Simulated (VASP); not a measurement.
Data:

```yaml
crystal:
  lattice:
    - [0.00000, 2.93905, 2.93905]
    - [2.93905, 0.00000, 2.93905]
    - [2.93905, 2.93905, 0.00000]
  atoms:
    - { symbol: In, position: [0.00000, 0.00000, 0.00000] }
    - { symbol: P, position: [0.75000, 0.75000, 0.75000] }
```

The numbers are results of PBEsol GGA, VASP's PBE PAW potentials (set 64) (plane waves; VASP 6.6.1), not measurements. Numerical set-up: PREC = Normal, EDIFF = 1E-5, 400 eV cut-off, 9×9×9 Γ-centred mesh, Gaussian smearing of 0.050 eV, potentials In_d P.

Unless said otherwise, spin-orbit coupling is left out, though it shifts the bands of the heavy elements here.

**Question.** Estimate the energy per atom (σ→0), band gap (on the k-mesh) with the smallest direct gap where there is one.

**Answer.** 
band gap (on the k-mesh): 0.57 eV
smallest direct gap (on the k-mesh): 0.57 eV
energy per atom (σ→0): -4.578 eV/atom

The compound is InP in the zinc blende structure. It was relaxed first.
